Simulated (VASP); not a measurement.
A convergence study with VASP on ZnO (wurtzite): one setting is varied, all else stays as given below, so the limit is that of these other settings.

```yaml
crystal:
  lattice:
    - [1.62500, -2.81458, 0.00000]
    - [1.62500, 2.81458, 0.00000]
    - [0.00000, 0.00000, 5.21000]
  atoms:
    - { symbol: Zn, position: [0.66667, 0.33333, 0.50000] }
    - { symbol: Zn, position: [0.33333, 0.66667, 0.00000] }
    - { symbol: O, position: [0.66667, 0.33333, 0.88200] }
    - { symbol: O, position: [0.33333, 0.66667, 0.38200] }
```

Computed with PBE GGA, VASP's PBE PAW potentials (set 64) (plane waves; VASP 6.6.1). The tightest run used: 700 eV cut-off, 7×7×4 Γ-centred mesh, Gaussian smearing of 0.010 eV, potentials Zn O.

The reference is ENCUT = 700, which took about 10 core-minutes. The timings are rough (shared machines, no repeats); factors under 2 mean little.

Question: Of the settings ENCUT = 300; ENCUT = 400; ENCUT = 500; ENCUT = 600; ENCUT = 700, which is the lowest that keeps the difference from the reference in highest Γ mode (cm⁻¹) within 5 from there on, and what does it cost?

Answer: ENCUT = 400; its cost over the reference is about 1/2.
| setting | difference in highest Γ mode (cm⁻¹) | cost over the reference |
|---|---|---|
| ENCUT = 300 | 38.0 | about 1/3 |
| ENCUT = 400 | 1.8 | about 1/2 |
| ENCUT = 500 | 1.0 | about 1/2 |
| ENCUT = 600 | 0.4 | within a factor of 2 |
| ENCUT = 700 | 0.0 | reference |

Left out are rungs that failed or repeat a setting and relaxations that didn't move; long series are thinned to 24 rows.

The compound is ZnO in the wurtzite structure. The cell was not relaxed at this level.
